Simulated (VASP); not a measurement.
Given:

```
PtSe2
1.0
    1.87986    -3.25601     0.00000
    1.87986     3.25601     0.00000
    0.00000     0.00000     6.06087
Pt Se
1 2
Direct
  0.00000   0.00000   0.00000
  0.33333   0.66667   0.21486
  0.66667   0.33333   0.78514
```

These are PBE GGA, VASP's PBE PAW potentials (set 64) (plane waves; VASP) values and carry that method's errors. Numerical set-up: 480 eV cut-off, 6×6×4 Γ-centred mesh, Gaussian smearing of 0.050 eV, potentials Pt Se.

Energy and stress use the plane-wave basis of the starting cell. Without a dispersion term in the relaxation, distances and binding between the weakly bound layers, chains or molecules are unreliable, and so is what depends on them.

Question: The ions, cell shape and volume at an external pressure of 5.0 GPa are relaxed. What does this cell relax into?

Answer: 
```
PtSe2
1.0
    1.88061    -3.25731     0.00000
    1.88061     3.25731     0.00000
    0.00000     0.00000     4.80575
Pt Se
1 2
Direct
  0.00000   0.00000   0.00000
  0.33333   0.66667   0.26673
  0.66667   0.33333   0.73327
```
Space group P-3m1 (164), at a tolerance of 0.03 Å.

Question: How do energy and volume change from the first to the last step?

Answer: The energy (σ→0) changes by +38.3 meV/atom and the volume by -20.6 %, in 24 ionic steps.

| step | E(σ→0) (eV) | max force (eV/Å) | pressure (GPa) | volume (Å³) |
|---|---|---|---|---|
| 1 | -14.2988 | 0.011 | -0.03 | 74.19 |
| 2 | -13.9703 | 1.701 | 14.65 | 66.16 |
| 3 | -14.2510 | 0.591 | 4.88 | 70.89 |
| 4 | -14.2510 | 0.516 | 4.87 | 69.81 |
| 5 | -14.2354 | 0.314 | 5.15 | 66.60 |
| 6 | -14.1256 | 0.035 | 7.46 | 60.35 |
| 7 | -14.1584 | 0.162 | 5.41 | 60.45 |
| 8 | -14.1834 | 0.479 | 2.39 | 60.57 |
| 9 | -14.1808 | 0.442 | 3.06 | 59.61 |
| 10 | -14.1676 | 0.428 | 3.65 | 58.87 |
| 11 | -14.1584 | 0.426 | 3.94 | 58.54 |
| 12 | -14.1569 | 0.224 | 5.40 | 58.25 |
| 13 | -14.1541 | 0.144 | 5.98 | 58.14 |
| 14 | -14.1695 | 0.090 | 5.51 | 58.50 |
| 15 | -14.1891 | 0.008 | 4.81 | 59.05 |
| 16 | -14.1881 | 0.012 | 4.85 | 59.02 |
| 17 | -14.1859 | 0.013 | 5.05 | 58.95 |
| 18 | -14.1855 | 0.018 | 5.08 | 58.93 |
| 19 | -14.1859 | 0.016 | 5.00 | 58.94 |
| 20 | -14.1864 | 0.014 | 4.90 | 58.96 |
| 21 | -14.1863 | 0.015 | 4.94 | 58.96 |
| 22 | -14.1849 | 0.015 | 4.99 | 58.91 |
| 23 | -14.1837 | 0.016 | 5.04 | 58.87 |
| 24 | -14.1839 | 0.001 | 4.96 | 58.88 |

The compound is PtSe2 in the 1T layered structure. This run relaxes it under an external pressure of 5 GPa. Symmetry was kept, so distortions that lower it aren't found. The k-mesh is coarse (spacing up to 0.33 per Å, 2π included), so the numbers may not be converged in it.
